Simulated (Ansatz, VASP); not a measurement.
# Zn2SeS in two plane-wave programs, part 2 of 2

Wanted: the spread between two codes on one cell, functional and k mesh. The structure shown is the start of the Ansatz relaxation below; VASP solves that cell, so the two are compared at the walk's first step.

VASP 6.6.1 and Ansatz 0.2.0.

So far. Step 3 (VASP: single point, PBEsol with D4, start cell, pair 1): The run ends at a pressure of 2.45 GPa, with forces up to 0.033 eV/Å.

### 6. Ansatz: relaxation, PBEsol with D4

Level of this step: Ansatz beside VASP: Kohn-Sham DFT, plane waves, PBEsol with D4 (Ansatz).

The two programs are compared at the cell with which this relaxation starts, whose forces are those of its first step. The cell compared in this pair holds 69.23 Å³, against 79.00 Å³ for the pair before.

The structure compared here is the start of the Ansatz relaxation; VASP solves that cell, so the two are compared at the walk's first step.

Contents of input.yaml:

```yaml
crystal:
  lattice:
    - [1.8281867995, 1.0555041408, 5.9791138037]
    - [-1.8281867995, 1.0555041408, 5.9791138037]
    - [0.0, -2.1110082816, 5.9791138037]
  atoms:
    - { symbol: Zn, position: [0.0040085379, 0.0040085379, 0.0040085379] }
    - { symbol: Zn, position: [0.4961714892, 0.4961714892, 0.4961714892] }
    - { symbol: Se, position: [0.624252156, 0.624252156, 0.624252156] }
    - { symbol: S, position: [0.1255668169, 0.1255668169, 0.1255668169] }
kpoints:
  mp_grid: { grid: [9, 9, 9] }
hamiltonian:
  xc: pbesol
  dispersion: d4
scf:
  occupations: { method: gaussian, width: 0.02 }
output:
  forces: true
  stress: true
  eigenvalues: true
  write_density: true
  write_potential: true
  elf: true
  volumetric_format: npy
relax:
  adjacent_minimum: "off"
  f_tol: 0.001
  max_steps: 60
  cell: { stress_tol: 0.02, fix: [volume] }
```

Launch:

```
$ ansatz run input.yaml --threads 4 --pin off --max-ram 8192MiB --backend cpu --events-out ev --progress --plain --runs-dir out
```

Numbers of over 12 decimals in the logs are rounded to 6 here.

Log:

```text
[...]
Crystal: 4 atoms, lattice volume = 69.226 Å³
Basis set: ecut = 420 eV, 1297 PW (Γ), FFT grids on a1−a2, a2, −a2+a3, exchange–correlation on 50×90×50 points (8 copies of the dense FFT grid, shifted against one another)
Bands: 28, of which v1, the nominal top of the filled ones, is band 23 counted from 1 (22 counted from 0)
Symmetry: 6 space group operations
[...]
cell:  # Å, volume = 69.2259 Å³
    - [1.827639, 1.055188, 5.982702]
    - [-1.827639, 1.055188, 5.982702]
    - [2.299422140758438e-19, -2.110375, 5.982702]
  atoms:
    - { symbol: Zn, position: [0.00472232, 0.00472232, 0.00472232] }
    - { symbol: Zn, position: [0.495424, 0.495424, 0.495424] }
    - { symbol: Se, position: [0.623479, 0.623479, 0.623479] }
    - { symbol: S, position: [0.126374, 0.126374, 0.126374] }
[key lines of the parts left out:]
SCF converged after 6 iterations
Free energy (F): -12874.013314 eV
Fermi energy:    10.522610 eV
P = ⅓ Tr σ = 17.4428 GPa (174.428 kbar)
```

### 7. VASP: single point, PBEsol with D4, start cell, pair 2

The same cell, functional, mesh and smearing now go to VASP, with its own data sets.

Contents of INCAR:

```
SYSTEM = Zn2SeS
PREC = Accurate
ENCUT = 400
EDIFF = 1E-06
NELM = 120
ISMEAR = 0
SIGMA = 0.02
LREAL = .FALSE.
ALGO = Normal
GGA = PS
IVDW = 13
NBANDS = 24
LORBIT = 11
LWAVE = .FALSE.
LCHARG = .FALSE.
ISIF = 2
LASPH = .TRUE.
GGA_COMPAT = .FALSE.
EFERMI = MIDGAP
KPAR = 2
```

Contents of POSCAR:

```
Zn2SeS
1.0
    1.8281870000      1.0555040000      5.9791140000
   -1.8281870000      1.0555040000      5.9791140000
    0.0000000000     -2.1110080000      5.9791140000
Zn Se S
2 1 1
Direct
    0.0040085649      0.0040085649      0.0040085649
    0.4961714506      0.4961714506      0.4961714506
    0.6242521328      0.6242521328      0.6242521328
    0.1255668203      0.1255668203      0.1255668203
```

Contents of KPOINTS:

```
Automatic mesh
0
Gamma
9 9 9
0 0 0
```

The projector-augmented-wave data sets are Zn, Se and S (PBE family, release 64).

Launch:

```
$ mpirun -np 2 vasp_std
```

Log:

```text
[banner, memory and clock lines left out]
running    2 mpi-ranks, on    1 nodes
[...]
[... a notice as in an earlier step ...]

 LDA part: xc-table for (Slater+PW92), standard interpolation
 POSCAR, INCAR and KPOINTS ok, starting setup
[...]
entering main loop
       N       E                     dE             d eps       ncg     rms          rms(c)
DAV:   1     0.210370282144E+03    0.21037E+03   -0.15244E+04  4112   0.158E+03
DAV:   2     0.249344332777E+01   -0.20788E+03   -0.20146E+03  4400   0.327E+02
DAV:   3    -0.141105134797E+02   -0.16604E+02   -0.16532E+02  5040   0.994E+01
DAV:   4    -0.143821748175E+02   -0.27166E+00   -0.27154E+00  4736   0.132E+01
[...]
DAV:  12    -0.135708296421E+02   -0.94356E-07   -0.10508E-04  5752   0.203E-01    0.382E-02
DAV:  13    -0.135708306442E+02   -0.10021E-05   -0.20659E-05  5200   0.445E-02    0.182E-02
DAV:  14    -0.135708311687E+02   -0.52449E-06   -0.69957E-06  5544   0.350E-02
   1 F= -.14441432E+02 E0= -.14441432E+02  d E =0.000000E+00
```

From OUTCAR (step 7):

```text
  Edisp (eV):   -0.87060

  Total       7.63958     7.63958     7.71858     0.00000     0.00000    -0.00000
  in kB     176.81195   176.81186   178.64019     0.00000     0.00000    -0.00000
  external pressure =      177.42 kB  Pullay stress =        0.00 kB

 POSITION                                       TOTAL-FORCE (eV/Angst)
 -----------------------------------------------------------------------------------
      0.00000      0.00000      0.07190         0.000000      0.000000      0.110848
      0.00000      0.00000      8.90000         0.000000     -0.000000     -0.107455
      0.00000      0.00000     11.19742         0.000000      0.000000     -0.194964
      0.00000      0.00000      2.25233         0.000000     -0.000000      0.191572
 -----------------------------------------------------------------------------------
    total drift:                                0.000000      0.000042     -0.000954

  FREE ENERGIE OF THE ION-ELECTRON SYSTEM (eV)
  ---------------------------------------------------
  free  energy   TOTEN  =       -14.4414324318 eV

  energy  without entropy=      -14.4414324318  energy(sigma->0) =      -14.44143243

[... 1 part as in an earlier step ...]

[... 2 further parts left out ...]
[key lines of the parts left out:]
E-fermi :   5.0485
```

The run ends at a pressure of 17.74 GPa, with forces up to 0.19 eV/Å.

### 8. Differences

What differs besides the data sets and the points named for the pairs above, as far as they apply: the data sets hold 46 valence electrons in Ansatz (on its default PAW (the set named soft_2) files) and 36 in VASP. Total energies have different zeros and are not compared.

Forces (eV/Å; atoms numbered as in POSCAR):

```tsv
atom	Ansatz x, y, z	VASP x, y, z
Zn1	0.000, 0.000, 0.097	0.000, 0.000, 0.111
Zn2	0.000, 0.000, -0.096	0.000, 0.000, -0.107
Se3	0.000, 0.000, -0.189	0.000, 0.000, -0.195
S4	0.000, 0.000, 0.188	0.000, 0.000, 0.192
```

The forces differ by 5.6 meV/Å r.m.s., which is 6.2 % of the r.m.s. force of 0.091 eV/Å (both taken over all components).

### 9. Other set-ups

Further runs change the set-up of one program: Ansatz's method, potentials or start, or VASP's data sets, cutoff or form of LDA. The table gives that difference for each run.

```tsv
run	r.m.s. force difference (meV/Å)
as above	5.6
VASP with a cutoff of 500 eV (perhaps on Ansatz's relaxed cell)	5.0
```

### 10. Ansatz: relaxation, PBEsol with D4

The two programs are compared at the cell with which this relaxation starts, whose forces are those of its first step. The cell compared in this pair holds 73.30 Å³, against 69.23 Å³ for the pair before.

The structure compared here is the start of the Ansatz relaxation; VASP solves that cell, so the two are compared at the walk's first step.

input.yaml, the sections that differ from step 6:

```yaml
crystal:
  lattice:
    - [1.8633528273, 1.0758072564, 6.0941248531]
    - [-1.8633528273, 1.0758072564, 6.0941248531]
    - [0.0, -2.1516145129, 6.0941248531]
  atoms:
    - { symbol: Zn, position: [0.0040085379, 0.0040085379, 0.0040085379] }
    - { symbol: Zn, position: [0.4961714892, 0.4961714892, 0.4961714892] }
    - { symbol: Se, position: [0.624252156, 0.624252156, 0.624252156] }
    - { symbol: S, position: [0.1255668169, 0.1255668169, 0.1255668169] }
output:
  forces: true
  stress: true
  eigenvalues: true
# kpoints, hamiltonian, scf, relax: as in step 6
```

Launch:

```
$ ansatz run input.yaml --threads 4 --pin off --max-ram 8192MiB --backend cpu --events-out ev --progress --plain --runs-dir out
```

Log:

```text
[...]
Crystal: 4 atoms, lattice volume = 73.298 Å³
Basis set: ecut = 420 eV, 1443 PW (Γ), FFT grids on a1−a3, a2−a3, a3, exchange–correlation on 50×50×90 points (8 copies of the dense FFT grid, shifted against one another)
Bands: 28, of which v1, the nominal top of the filled ones, is band 23 counted from 1 (22 counted from 0)
Symmetry: 6 space group operations
[...]
--- Relaxed structure (5 steps of the walk, 5 accepted, 1 SCFs on fresh bases) ---
[...]
cell:  # Å, volume = 73.2980 Å³
    - [1.862919, 1.075557, 6.096960]
    - [-1.862919, 1.075557, 6.096960]
    - [0, -2.151114, 6.096960]
  atoms:
    - { symbol: Zn, position: [0.00444783, 0.00444783, 0.00444783] }
    - { symbol: Zn, position: [0.495721, 0.495721, 0.495721] }
    - { symbol: Se, position: [0.623760, 0.623760, 0.623760] }
    - { symbol: S, position: [0.126070, 0.126070, 0.126070] }
[key lines of the parts left out:]
SCF converged after 6 iterations
Free energy (F): -12874.357000 eV
Fermi energy:    9.474918 eV
P = ⅓ Tr σ = 9.9546 GPa (99.546 kbar)
```

### 11. VASP: single point, PBEsol with D4, start cell, pair 3

The same cell, functional, mesh and smearing now go to VASP, with its own data sets.

INCAR is that of step 7.

Contents of POSCAR:

```
Zn2SeS
1.0
    1.8633530000      1.0758070000      6.0941250000
   -1.8633530000      1.0758070000      6.0941250000
    0.0000000000     -2.1516150000      6.0941250000
Zn Se S
2 1 1
Direct
    0.0040085608      0.0040085608      0.0040085589
    0.4961715535      0.4961715535      0.4961713229
    0.6242522521      0.6242522521      0.6242519620
    0.1255668564      0.1255668564      0.1255667980
```

KPOINTS is that of step 7.

Launch:

```
$ mpirun -np 2 vasp_std
```

Log:

```text
[... set-up lines as in an earlier step ...]
 entering main loop
       N       E                     dE             d eps       ncg     rms          rms(c)
DAV:   1     0.208920384018E+03    0.20892E+03   -0.15055E+04  4080   0.155E+03
DAV:   2     0.253957894966E+01   -0.20638E+03   -0.19996E+03  4352   0.325E+02
DAV:   3    -0.144579993609E+02   -0.16998E+02   -0.16924E+02  5096   0.997E+01
DAV:   4    -0.147395442435E+02   -0.28154E+00   -0.28142E+00  4712   0.133E+01
[...]
DAV:  13    -0.139735682623E+02   -0.22341E-05   -0.25237E-05  4800   0.596E-02    0.222E-02
DAV:  14    -0.139735685346E+02   -0.27225E-06   -0.11006E-05  6040   0.408E-02    0.581E-03
DAV:  15    -0.139735689316E+02   -0.39702E-06   -0.26352E-06  3856   0.380E-02
   1 F= -.14798463E+02 E0= -.14798463E+02  d E =0.000000E+00
```

From OUTCAR (step 11):

```text
  Edisp (eV):   -0.82489

  Total       4.60762     4.60762     4.65017     0.00000    -0.00000     0.00000
  in kB     100.71511   100.71510   101.64530     0.00000    -0.00001     0.00000
  external pressure =      101.03 kB  Pullay stress =        0.00 kB

 POSITION                                       TOTAL-FORCE (eV/Angst)
 -----------------------------------------------------------------------------------
      0.00000      0.00000      0.07329         0.000000     -0.000000      0.067846
      0.00000     -0.00000      9.07119         0.000000      0.000000     -0.065480
      0.00000     -0.00000     11.41281         0.000000      0.000000     -0.117615
      0.00000      0.00000      2.29566         0.000000     -0.000000      0.115249
 -----------------------------------------------------------------------------------
    total drift:                               -0.000000     -0.000323     -0.000105

  FREE ENERGIE OF THE ION-ELECTRON SYSTEM (eV)
  ---------------------------------------------------
  free  energy   TOTEN  =       -14.7984628050 eV

  energy  without entropy=      -14.7984628050  energy(sigma->0) =      -14.79846281

[... 1 part as in an earlier step ...]

[... 2 further parts left out ...]
[key lines of the parts left out:]
E-fermi :   4.3013
```

The run ends at a pressure of 10.10 GPa, with forces up to 0.12 eV/Å.

### 12. Differences

What differs besides the data sets and the points named for the pairs above, as far as they apply: the data sets hold 46 valence electrons in Ansatz (on its default PAW (the set named soft_2) files) and 36 in VASP. Total energies have different zeros and are not compared.

Forces (eV/Å; atoms numbered as in POSCAR):

```tsv
atom	Ansatz x, y, z	VASP x, y, z
Zn1	0.000, 0.000, 0.056	0.000, 0.000, 0.068
Zn2	0.000, 0.000, -0.057	0.000, 0.000, -0.065
Se3	0.000, 0.000, -0.112	0.000, 0.000, -0.118
S4	0.000, 0.000, 0.113	0.000, 0.000, 0.115
```

The forces differ by 4.5 meV/Å r.m.s., which is 8.2 % of the r.m.s. force of 0.055 eV/Å (both taken over all components).

### 13. What the set-up changes

Further runs change the set-up of one program: Ansatz's method, potentials or start, or VASP's data sets, cutoff or form of LDA. The table gives that difference for each run.

```tsv
run	r.m.s. force difference (meV/Å)
as above	4.5
VASP with a cutoff of 500 eV (perhaps on Ansatz's relaxed cell)	4.5
```

### 14. What came out

| Quantity | Value |
| --- | --- |
| r.m.s. force difference (single point, PBEsol with D4, start cell, pair 1) | 3.4 meV/Å |
| r.m.s. force difference (single point, PBEsol with D4, start cell, pair 2) | 5.6 meV/Å |
| r.m.s. force difference (single point, PBEsol with D4, start cell, pair 3) | 4.5 meV/Å |

In words: The r.m.s. force difference is 5.6 meV/Å (single point, PBEsol with D4, start cell, pair 2), within the 12 meV/Å picked in this series as the mark of a large difference. The data sets hold unlike numbers of valence electrons (46 in Ansatz and 36 in VASP), so part of the differences comes from the potentials. 6 further runs of this series are not shown here. Such differences can come from data sets, numerical settings and the points named under the comparisons, not from the functional's error against experiment.

[Lines on the potential files, build, host, timing and source positions are cut from VASP's logs without a mark.]

[Logs are printed without paths, hosts, clocks, repeated set-up lines and the standing remarks that a program may print on its own settings, such as how far it seeks lower states.]

[Hosts, paths, dates, database ids (printed as entryN), source tags and the programs' standing remarks are cut or masked in the printed files.]

[Rows of further runs with another cutoff or data set may stand on the cell that Ansatz relaxed, not on the start cell of the pair above them.]
